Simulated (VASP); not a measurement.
Input:

```
MgS
1.0
    0.00000     2.65681     2.57034
    2.54963     0.00000     2.57034
    2.54963     2.65681     0.00000
Mg S
1 1
Direct
  0.00000   0.00000   0.00000
  0.49422   0.50578   0.50578
```

Calculation: PBE GGA, VASP's PBE PAW potentials (set 64) (plane waves; VASP). Run with 350 eV cut-off, 8×8×8 Γ-centred mesh, Gaussian smearing of 0.050 eV, potentials Mg S.

Estimate the energy per atom (σ→0), pressure, largest force.

The energy per atom (σ→0) comes out as -4.243 eV/atom and the pressure is 2.07 GPa. The largest force is 0.120 eV/Å.

Total energies compare only between runs with the same potentials, cut-off and functional.

The compound is MgS in the rock salt structure. The cell was not relaxed at this level, atoms are displaced from their ideal sites. The run is one of a series of settings (ENCUT = 350 against the base run), some of them coarse on purpose.
